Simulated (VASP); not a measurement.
Level of theory: LDA (Ceperley-Alder, Perdew-Zunger), VASP's LDA PAW potentials (set 64) (plane waves; VASP).

VASP input:

File POSCAR:
```
NiO
1.0
  4.0476650773   2.0145269655   2.0145269655
  2.0145269655   4.0476650773   2.0145269655
  2.0145269655   2.0145269655   4.0476650773
Ni O
2 2
Cart
  6.0621920428   4.0290539310   6.0621920428
  4.0383595041   4.0383595041   4.0383595041
  2.0191797521   2.0191797521   2.0191797521
  6.0575392562   6.0575392562   6.0575392562
```

### KPOINTS
```
Automatic mesh
0
Gamma
9 9 9
0 0 0
```

**INCAR**
```
NELM = 100
LORBIT = 10
ALGO = Normal   ! blocked Davidson
ISMEAR = 0   ! Gaussian
MAGMOM = 1.1 -1.1 0.0 0.0
ISPIN = 2   ! spin-polarised
SYSTEM = NiO
LWAVE = .False.
LMAXMIX = 4
ENCUT = 620   ! plane-wave cut-off (eV)
NSW = 40   ! most ionic steps
LREAL = .False.
LCHARG = .False.
IBRION = 2   ! conjugate gradients
SIGMA = 0.05
EDIFFG = -0.02
LASPH = .True.   ! aspherical one-centre terms
ISIF = 3
PREC = Accurate
EDIFF = 1E-6   ! SCF stop (eV)
```

POTCAR, in this order: Ni O (LDA.64 set). Program: vasp_std.

**Question.** What will the output report for the number of irreducible k-points (NKPTS), largest plane-wave count, number of space-group operations, FFT grid (NGX, NGY, NGZ)?

**Answer.** 
- number of irreducible k-points (NKPTS): 85
- largest plane-wave count: 1185
- number of space-group operations: 12
- FFT grid (NGX, NGY, NGZ): 40 × 40 × 40

The compound is NiO in the rock salt, AFM-II order structure. This run relaxes it. Symmetry was kept, so distortions that lower it aren't found.
